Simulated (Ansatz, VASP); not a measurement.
# MgI2: VASP beside Ansatz

Aim: how closely do two programs agree when they are given the same cell, functional and k mesh? The structure shown is the start of the Ansatz relaxation below; VASP solves that cell, so the two are compared at the walk's first step.

Method: plane waves, with VASP 6.6.1 beside it; single point at LDA, in Ansatz 0.2.0.

### 1. Starting point

It takes space group P-3m1 (No. 164, trigonal). The conventional cell has a = 4.098 Å, b = 4.098 Å, c = 6.811 Å, α = 90.00°, β = 90.00°, γ = 120.00°. Nearest to Mg lie 6 I at 2.87 Å. I has 3 Mg at 2.87 Å nearest. Farther neighbours and most contacts between anions are not listed.

Coordinates:

```cif
data_structure
_symmetry_space_group_name_H-M 'P 1'
_symmetry_Int_Tables_number 1
_cell_length_a 4.0982
_cell_length_b 4.0982
_cell_length_c 6.8105
_cell_angle_alpha 90.000
_cell_angle_beta 90.000
_cell_angle_gamma 120.000
_cell_volume 99.06
loop_
_atom_site_label
_atom_site_type_symbol
_atom_site_fract_x
_atom_site_fract_y
_atom_site_fract_z
_atom_site_occupancy
Mg1 Mg 0.00000 0.00000 0.00000 1
I2 I 0.33333 0.66667 0.23882 1
I3 I 0.66667 0.33333 0.76118 1
```

### 2. Ansatz: relaxation, LDA

Ansatz runs on its default PAW (the set named soft_2) files.

The two programs are compared at the cell with which this relaxation starts, whose forces are those of its first step.

The input, input.yaml:

```yaml
crystal:
  lattice:
    - [4.0981788608, 0.0, 0.0]
    - [-2.0490894304, 3.5491270027, 0.0]
    - [0.0, 0.0, 6.8105002988]
  atoms:
    - { symbol: Mg, position: [0.0, 0.0, 0.0] }
    - { symbol: I, position: [0.3333333333, 0.6666666667, 0.2388216771] }
    - { symbol: I, position: [0.6666666667, 0.3333333333, 0.7611783229] }
kpoints:
  mp_grid: { grid: [6, 6, 4] }
hamiltonian:
  xc: lda
scf:
  occupations: { method: gaussian, width: 0.02 }
output:
  forces: true
  stress: true
  eigenvalues: true
relax:
  adjacent_minimum: "off"
  f_tol: 0.001
  max_steps: 60
  cell: { stress_tol: 0.02, fix: [volume] }
```

Command:

```
$ ansatz run input.yaml --threads 4 --pin off --max-ram 8192MiB --backend cpu --events-out ev --progress --plain --runs-dir out
```

Numbers of over 12 decimals in the logs are rounded to 6 here.

What it wrote:

```text
Engine: ansatz 0.2.0, aarch64-unknown-linux-gnu
Pseudopotentials: kind: paw
Pseudopotential: Mg, paw, valence charge 10, recommended cutoff 420 eV (normal), Mg.paw.azcp
Pseudopotential: I, paw, valence charge 17, recommended cutoff 420 eV (normal), I.paw.azcp
Functional definition: SPW92
  exchange = slater_x
  correlation = pw_c
Crystal: 3 atoms, lattice volume = 99.058 Å³
Basis set: ecut = 420 eV, 1943 PW (Γ)
Bands: 27, of which v1, the nominal top of the filled ones, is band 22 counted from 1 (21 counted from 0)
Symmetry: 12 space group operations
Space group: P-3m1 (ITA 164), of the structure as read, at distance tolerance 4.6e-5 Å
k-points: 24 of 144
Non-local potential: Mg, projectors of the file, l = 0: 3, l = 1: 2, l = 2: 1
Non-local potential: I, projectors of the file, l = 0: 2, l = 1: 2, l = 2: 2, l = 3: 2
PAW form: soft (Blöchl's): semilocal exchange-correlation on the pseudo side does not see the compensation charge
PAW frozen core: Mg, regenerated for the run's functional, and the local potential with it (the file was generated under x = pbe(κ = 0.804, μ = 0.219515), c = pbe(β = 0.066725))
PAW frozen core: I, regenerated for the run's functional, and the local potential with it (the file was generated under x = pbe(κ = 0.804, μ = 0.219515), c = pbe(β = 0.066725))
PAW one-centre angular grid: Mg, 110 points (default); XC on 64 Gauss nodes
PAW one-centre angular grid: I, 590 points (default); XC on 64 Gauss nodes
Initial density: superposition of atomic densities (neutral atoms: chi_scale 0, normalization atom), corrected by the library's trained network
Initial wavefunctions: pseudopotential atomic-orbital guess
Functional: x = slater, c = lda
SCF iter   1: F=—  HF=-16616.533269 eV  |F-HF|=—  |Δ(HF+E_count)|=         —  Δρ=4.79e-3  dr2=7.47e-3  ethr=1.77e-3  ⟨swp⟩=8.0  Hψ=3365  notcnv=0
preconditioner: auto → Resta (q_TF=auto, 2.383 Å⁻¹)  ε∞=3.1  [insulator: Δε(μ)=3.415 eV  Ē_g=10.291 eV  σ=0.020 eV  W_gap=1.00  n_scr=22 (ndim 8)  ℏωp=14.9 eV  f_vac=0.093  D(μ)=0.00/eV (n_scr^D=0)  ε∞_Penn≈3.1]
SCF iter   2: F=—  HF=-16616.529106 eV  |F-HF|=—  |Δ(HF+E_count)|=   4.16e-3  Δρ=2.26e-3  dr2=2.21e-3  ethr=1.70e-5  ⟨swp⟩=2.2  Hψ=1469  notcnv=0  defer=24
SCF iter   3: F=—  HF=-16616.528756 eV  |F-HF|=—  |Δ(HF+E_count)|=   3.50e-4  Δρ=5.12e-4  dr2=2.24e-4  ethr=5.02e-6  ⟨swp⟩=2.0  Hψ=1193  notcnv=0  defer=24
SCF iter   4: F=—  HF=-16616.528739 eV  |F-HF|=—  |Δ(HF+E_count)|=   1.67e-5  Δρ=1.39e-4  dr2=2.01e-5  ethr=5.09e-7  ⟨swp⟩=2.6  Hψ=993  notcnv=0  defer=24
SCF iter   5: F=—  HF=-16616.528741 eV  |F-HF|=—  |Δ(HF+E_count)|=   2.30e-6  Δρ=2.63e-5  dr2=8.68e-7  ethr=4.57e-8  ⟨swp⟩=2.3  Hψ=1084  notcnv=0  defer=24
SCF iter   6: F=-16616.528742 eV  HF=-16616.528742 eV  |F-HF|=1.87e-8  |Δ(HF+E_count)|=   3.15e-7  Δρ=8.57e-6  dr2=7.62e-8  ethr=2.27e-10  ⟨swp⟩=9.8  Hψ=3103  notcnv=0
SCF 1 converged in 6 iterations: F = -16616.528742 eV  dr2 = 7.62e-8
  greatest PAW one-centre occupation: 1.000 electrons in one spin orbital (limit 2), on the Mg atom at site 0 (counted from 0), in its partial waves of l = 0
relax step   1: F+E_penalty+E_count = -16616.52874181 eV  Δ(F+E_penalty+E_count) = +0.000e0 eV  max|allowed force component| = 1.563e-1 eV/Å  Δτ_max = 0.0000 Å  P = +0.044 GPa  Ω = 99.058 Å³  fix = [volume]  reactions: volume +0.044 GPa  (6 SCF iters, dr2 threshold 1.00e-7 eV, accepted)
[...]
relax step   2: F+E_penalty+E_count = -16616.52922051 eV  Δ(F+E_penalty+E_count) = -4.787e-4 eV  max|allowed force component| = 1.418e-1 eV/Å  Δτ_max = 0.0525 Å  P = -0.798 GPa  Ω = 99.058 Å³  energy of the carried Pulay correction = -1.082e-17 eV  fix = [volume]  reactions: volume -0.798 GPa  (5 SCF iters, dr2 threshold 3.00e-7 eV, accepted)
[...]
relax step   3: F+E_penalty+E_count = -16616.53316096 eV  Δ(F+E_penalty+E_count) = -3.940e-3 eV  max|allowed force component| = 1.719e-3 eV/Å  Δτ_max = 0.0244 Å  P = -0.420 GPa  Ω = 99.058 Å³  energy of the carried Pulay correction = +1.310e-15 eV  fix = [volume]  reactions: volume -0.420 GPa  (5 SCF iters, dr2 threshold 3.00e-7 eV, accepted)
[...]
relax step   4: F+E_penalty+E_count = -16616.53316385 eV  Δ(F+E_penalty+E_count) = -2.900e-6 eV  max|allowed force component| = 3.804e-4 eV/Å  Δτ_max = 0.0002 Å  P = -0.418 GPa  Ω = 99.058 Å³  energy of the carried Pulay correction = +3.301e-16 eV  fix = [volume]  reactions: volume -0.418 GPa  (5 SCF iters, dr2 threshold 1.85e-10 eV, accepted)
[...]
relax step   5: F+E_penalty+E_count = -16616.53316522 eV  Δ(F+E_penalty+E_count) = -1.363e-6 eV  max|allowed force component| = 3.894e-4 eV/Å  Δτ_max = 0.0000 Å  P = -0.418 GPa  Ω = 99.058 Å³  fix = [volume]  reactions: volume -0.418 GPa  stress off target by 5.74e-3 GPa on what of the cell is left free  SCF on the basis re-selected at this cell (its energy is not comparable with the rows above)  (6 SCF iters)
basis re-selected at this cell: Δ(F+E_penalty+E_count) = -1.363e-6 eV, ΔP = -0.000 GPa vs the last step (what re-selecting the basis moved, of the pressure what is left beyond the Pulay correction that the steps carried, after the strain that the cell walked since its last selection, with what the two solves' SCF thresholds leave and, on support functions, any second-order correction that the steps lacked; it is no m [...]
SCF converged after 6 iterations
Free energy (F): -16616.533165 eV
Harris-Foulkes:  -16616.533165 eV  (|F-HF|=0.00e0)
Internal energy: -16616.533165 eV  (E = F + TS)
E sigma→0 (E₀):  -16616.533165 eV
Fermi energy:    6.765190 eV
--- Per-component energies (eV) ---
  E_band       = -1117.062645
  E_kinetic    = 457.095130
  E_local      = -5759.650700  (includes V_loc(G=0)·N_el)
  E_nonlocal   = -74.759416
  E_hartree    = 2713.049982
  E_xc         = -284.200141
  E_vxc        = -295.816129  (∫ρ·V_xc dr)
  E_paw        = -9592.212594  (= ΣΔE_a)
  E_vpaw       = -870.031603  (= ΣTr[D̂ρ^β])
  E_aug_tail   = 0.000086  (compensation charges beyond the density's cutoff)
  E_ewald      = -4077.568423
  E_core_change = 1.712909  (= ΣΔE_core)
  E_smearing   = -0.000000  (= −TS)
  E_closure    = 0.000000  (closes the sum)
  Σ components = -16616.533165   (vs F -16616.533165, Δ=0.00e0)
--- Forces (eV/Å), atoms counted from 1 ---
  atom   1  Mg     0.00000000     0.00000000     0.00000000
  atom   2  I     -0.00000000     0.00000000     0.00038941
  atom   3  I      0.00000000    -0.00000000    -0.00038941
  max |Σ_I F_I| component: 5.42e-20 eV/Å
--- Stress (GPa, compression-positive) ---
       -0.415601      -0.000000      -0.000000
        0.000000      -0.415601       0.000000
       -0.000000       0.000000      -0.424213
  P = ⅓ Tr σ = -0.4185 GPa (-4.185 kbar)
--- Band table (eV; the first three rows and the last of 24) ---
  k-point 0: bands = [... 18 lower, 4.6148, 5.0188, 5.0188, 5.0577, 8.6599, 9.7224, 11.7623, 11.7623, ... 1 higher]
  k-point 1: bands = [... 18 lower, 4.6583, 4.6583, 4.9733, 4.9733, 9.2264, 9.7798, 11.6586, 11.6586, ... 1 higher]
  k-point 2: bands = [... 18 lower, 4.7211, 4.7211, 4.9084, 4.9084, 9.7069, 9.8177, 11.5717, 11.5717, ... 1 higher]
  k-point 23: bands = [... 18 lower, 2.1182, 2.6911, 4.4731, 4.4731, 9.8768, 10.6724, 10.6724, 12.1701, ... 1 higher]
--- Relaxed structure (4 steps of the walk, 4 accepted, 1 SCFs on fresh bases) ---
  F+E_penalty+E_count = -16616.53316522 eV   max|allowed force component| = 3.894e-4 eV/Å   (the final SCF, on the basis selected at the relaxed cell)
  cell:  # Å, volume = 99.0584 Å³
    - [4.096769, 0, 1.0435509934592876e-19]
    - [-2.048385, 3.547906, 0]
    - [1.7342103881198887e-19, 0, 6.815187]
  atoms:
    - { symbol: Mg, position: [0, 0, 0] }
    - { symbol: I, position: [0.333333, 0.666667, 0.242915] }
    - { symbol: I, position: [0.666667, 0.333333, 0.757085] }
```

### 3. VASP: single point, LDA, start cell, pair 1

The same cell, functional (in two slightly different forms), mesh and smearing now go to VASP, with its own data sets.

Lines of VASP's logs that name or quote its potential files are left out, and so is its time.

The input, INCAR:

```
SYSTEM = MgI2
PREC = Accurate
ENCUT = 520
EDIFF = 1E-06
NELM = 120
ISMEAR = 0
SIGMA = 0.02
LREAL = .FALSE.
ALGO = Normal
GGA = CA
NBANDS = 14
LORBIT = 11
LWAVE = .FALSE.
LCHARG = .FALSE.
ISIF = 2
LASPH = .TRUE.
GGA_COMPAT = .FALSE.
EFERMI = MIDGAP
KPAR = 2
```

The input, POSCAR:

```
MgI2
1.0
    4.0981790000      0.0000000000      0.0000000000
   -2.0490890000      3.5491270000      0.0000000000
    0.0000000000      0.0000000000      6.8105000000
Mg I
1 2
Direct
    0.0000000000      0.0000000000      0.0000000000
    0.3333332990      0.6666667606      0.2388216724
    0.6666664570      0.3333332394      0.7611783276
```

The input, KPOINTS:

```
Automatic mesh
0
Gamma
6 6 4
0 0 0
```

Potentials, in the order of the species: Mg and I (LDA family, release 64).

Command:

```
$ mpirun -np 2 vasp_std
```

What it wrote:

```text
[banner, memory and clock lines left out]
running    2 mpi-ranks, on    1 nodes
 distrk:  each k-point on    1 cores,    2 groups
 distr:  one band on    1 cores,    1 groups

 POSCAR found type information on POSCAR MgI
 POSCAR found :  2 types and       3 ions
 LDA part: xc-table for (Slater(with rela. corr.)+CA(PZ))
 , standard interpolation
 POSCAR, INCAR and KPOINTS ok, starting setup
 FFT: planning ... GRIDC
 FFT: planning ... GRID_SOFT
 FFT: planning ... GRID
 WAVECAR not read
 entering main loop
       N       E                     dE             d eps       ncg     rms          rms(c)
DAV:   1     0.773200795111E+02    0.77320E+02   -0.59200E+03   672   0.908E+02
DAV:   2    -0.293580745915E+01   -0.80256E+02   -0.72438E+02   952   0.137E+02
DAV:   3    -0.912572557648E+01   -0.61899E+01   -0.61563E+01   858   0.447E+01
DAV:   4    -0.924394160285E+01   -0.11822E+00   -0.11820E+00   928   0.740E+00
DAV:   5    -0.924509949644E+01   -0.11579E-02   -0.11579E-02   920   0.742E-01    0.435E+00
DAV:   6    -0.912193276939E+01    0.12317E+00   -0.10327E-01   756   0.164E+00    0.284E+00
DAV:   7    -0.908980453486E+01    0.32128E-01   -0.10314E-01   804   0.160E+00    0.548E-01
DAV:   8    -0.908701841637E+01    0.27861E-02   -0.88871E-03   738   0.527E-01    0.212E-01
DAV:   9    -0.908698997020E+01    0.28446E-04   -0.61641E-04   924   0.145E-01    0.974E-02
DAV:  10    -0.908697932333E+01    0.10647E-04   -0.34325E-05   756   0.388E-02    0.389E-02
DAV:  11    -0.908697871432E+01    0.60900E-06   -0.25684E-06   812   0.107E-02
   1 F= -.90869787E+01 E0= -.90869787E+01  d E =0.000000E+00
```

OUTCAR, selected parts (step 3):

```text
ion  position               nearest neighbor table
   1  0.000  0.000  0.000-   3 2.87   2 2.87   2 2.87   3 2.87   2 2.87   3 2.87
   2  0.333  0.667  0.239-   1 2.87   1 2.87   1 2.87
   3  0.667  0.333  0.761-   1 2.87   1 2.87   1 2.87

  LATTYP: Found a hexagonal cell.
 ALAT       =     4.0981790000
 C/A-ratio  =     1.6618356592

 Subroutine GETGRP returns: Found 12 space group operations
 (whereof 12 operations were pure point group operations)

The static configuration has the point symmetry D_3d.

 Found     24 irreducible k-points:

   k-points           NKPTS =     24   k-points in BZ     NKDIM =     24   number of bands    NBANDS=     14

   dimension x,y,z NGX =    30 NGY =   30 NGZ =   54
   dimension x,y,z NGXF=    60 NGYF=   60 NGZF=  108

   ENCUT  =  520.0 eV  38.22 Ry    6.18 a.u.   7.62  7.62 12.66*2*pi/ulx,y,z

   NELECT =      16.0000    total number of electrons

 k-points in reciprocal lattice and weights: Automatic mesh
   0.00000000  0.00000000  0.00000000       0.007
   0.16666667 -0.00000000  0.00000000       0.042
   0.33333333 -0.00000000  0.00000000       0.042
   0.50000000 -0.00000000  0.00000000       0.021
   0.16666667  0.16666667  0.00000000       0.042
   0.33333333  0.16666667  0.00000000       0.083
   0.33333333  0.33333333  0.00000000       0.014
   0.00000000  0.00000000  0.25000000       0.014
   0.16666667 -0.00000000  0.25000000       0.042
[...]
0.33333333  0.16666667  0.50000000       0.083
   0.33333333  0.33333333  0.50000000       0.014

 average (electrostatic) potential at core
       1 -38.4762       2 -92.7864       3 -92.7864

 E-fermi :   4.1779

 k-point     1 :       0.0000    0.0000    0.0000
  band No.  band energies     occupation
    ...
      4       1.9686      2.00000
      5       1.9686      2.00000
      6       2.3882      2.00000
      7       2.3882      2.00000
      8       2.4791      2.00000
      9       6.1239      0.00000
     10       7.0790      0.00000
     11       9.0796      0.00000
     12       9.0796      0.00000
     13       9.7888      0.00000
    ...

 k-point     2 :       0.1667   -0.0000    0.0000
  band No.  band energies     occupation
    ...
      4       0.8838      2.00000
      5       1.4559      2.00000
      6       1.6293      2.00000
      7       2.3292      2.00000
      8       2.3812      2.00000
      9       7.0719      0.00000
     10       7.7153      0.00000
     11       8.6024      0.00000
     12       9.4955      0.00000
     13       9.5795      0.00000
    ...

 k-point     3 :       0.3333   -0.0000    0.0000
  band No.  band energies     occupation
    ...
      4      -0.3451      2.00000
      5       0.3613      2.00000
      6       1.1542      2.00000
      7       1.9691      2.00000
      8       2.0977      2.00000
      9       6.4080      0.00000
     10       7.8254      0.00000
     11       8.2917      0.00000
     12       9.5621      0.00000
     13      10.1150      0.00000
    ...

  Total       -0.1194625     -0.1194625      0.1392555     -0.0000000      0.0000000     -0.0000000
  in kB       -1.9321947     -1.9321946      2.2523267     -0.0000003      0.0000000     -0.0000000
  external PRESSURE =      -0.5373542 kB  Pullay stress =       0.0000000 kB

  energy-cutoff  :      520.00
  volume of cell :       99.06
      direct lattice vectors                 reciprocal lattice vectors
     4.098179000  0.000000000  0.000000000     0.244010816  0.140879681  0.000000000
    -2.049089000  3.549127000  0.000000000     0.000000000  0.281759430  0.000000000
     0.000000000  0.000000000  6.810500000     0.000000000  0.000000000  0.146832097

 POSITION                                       TOTAL-FORCE (eV/Angst)
 -----------------------------------------------------------------------------------
      0.00000      0.00000      0.00000         0.000000      0.000000      0.000000
      0.00000      2.36609      1.62649        -0.000000     -0.000000      0.146992
      2.04909      1.18304      5.18401         0.000000      0.000000     -0.146992
 -----------------------------------------------------------------------------------
    total drift:                                0.000559     -0.000000      0.000000

  FREE ENERGIE OF THE ION-ELECTRON SYSTEM (eV)
  ---------------------------------------------------
  free  energy   TOTEN  =        -9.0869787143 eV

  energy  without entropy=       -9.0869787143  energy(sigma->0) =       -9.08697871

 total charge
# of ion       s       p       d       tot
------------------------------------------
    1        0.150   0.128   0.032   0.310
    2        1.510   2.827   0.015   4.352
    3        1.510   2.827   0.015   4.352
--------------------------------------------------
tot          3.170   5.782   0.062   9.014

[... 3 further parts left out ...]
```

The run ends at a pressure of -0.05 GPa, with forces up to 0.15 eV/Å.

### 4. Comparison

Known differences besides the potentials themselves: the two LDA forms differ slightly; the data sets hold 44 valence electrons in Ansatz (on its default PAW (the set named soft_2) files) and 16 in VASP; the cutoff is 420 eV in Ansatz and 520 eV in VASP; VASP's log shows a relativistic correction to its local exchange, Ansatz's none. Total energies have different zeros and are not compared.

Forces (eV/Å; atoms numbered as in POSCAR):

| atom | Ansatz x, y, z | VASP x, y, z |
| --- | --- | --- |
| Mg1 | 0.000, 0.000, 0.000 | 0.000, 0.000, 0.000 |
| I2 | 0.000, 0.000, 0.156 | 0.000, 0.000, 0.147 |
| I3 | 0.000, 0.000, -0.156 | 0.000, 0.000, -0.147 |

The forces differ by 4.4 meV/Å r.m.s., which is 6.4 % of the r.m.s. force of 0.069 eV/Å (both taken over all components).

### 5. Ansatz: relaxation, LDA

The two programs are compared at the cell with which this relaxation starts, whose forces are those of its first step. The cell compared in this pair holds 95.99 Å³, against 99.06 Å³ for the pair before.

The structure compared here is the start of the Ansatz relaxation; VASP solves that cell, so the two are compared at the walk's first step.

Changes to input.yaml since step 2:

```diff
@@ -2,5 +2,5 @@
   lattice:
-    - [4.0981788608, 0.0, 0.0]
-    - [-2.0490894304, 3.5491270027, 0.0]
-    - [0.0, 0.0, 6.8105002988]
+    - [4.055486393, 0.0, 0.0]
+    - [-2.0277431965, 3.512154241, 0.0]
+    - [0.0, 0.0, 6.739552428]
   atoms:
```

Command:

```
$ ansatz run input.yaml --threads 4 --pin off --max-ram 8192MiB --backend cpu --events-out ev --progress --plain --runs-dir out
```

What it wrote:

```text
[...]
Crystal: 3 atoms, lattice volume = 95.995 Å³
Basis set: ecut = 420 eV, 1883 PW (Γ)
Bands: 27, of which v1, the nominal top of the filled ones, is band 22 counted from 1 (21 counted from 0)
Symmetry: 12 space group operations
[...]
k-points: 24 of 144
[...]
--- Relaxed structure (5 steps of the walk, 5 accepted, 1 SCFs on fresh bases) ---
[...]
cell:  # Å, volume = 95.9948 Å³
    - [4.075226, 0, -1.4539237673399404e-18]
    - [-2.037613, 3.529249, 7.269618836699727e-19]
    - [-2.416182550451173e-18, 0, 6.674422]
  atoms:
    - { symbol: Mg, position: [0, 0, 3.3783023228075393e-19] }
    - { symbol: I, position: [0.333333, 0.666667, 0.248121] }
    - { symbol: I, position: [0.666667, 0.333333, 0.751879] }
[key lines of the parts left out:]
SCF converged after 5 iterations
Free energy (F): -16616.537017 eV
Fermi energy:    7.197846 eV
P = ⅓ Tr σ = 0.0577 GPa (0.577 kbar)
```

(Continued in part 2 of 2.)

[Lines on the potential files, build, host, timing and source positions are cut from VASP's logs without a mark.]

[Logs are printed without paths, hosts, clocks, repeated set-up lines and the standing remarks that a program may print on its own settings, such as how far it seeks lower states.]

[Hosts, paths, dates, database ids (printed as entryN), source tags and the programs' standing remarks are cut or masked in the printed files.]
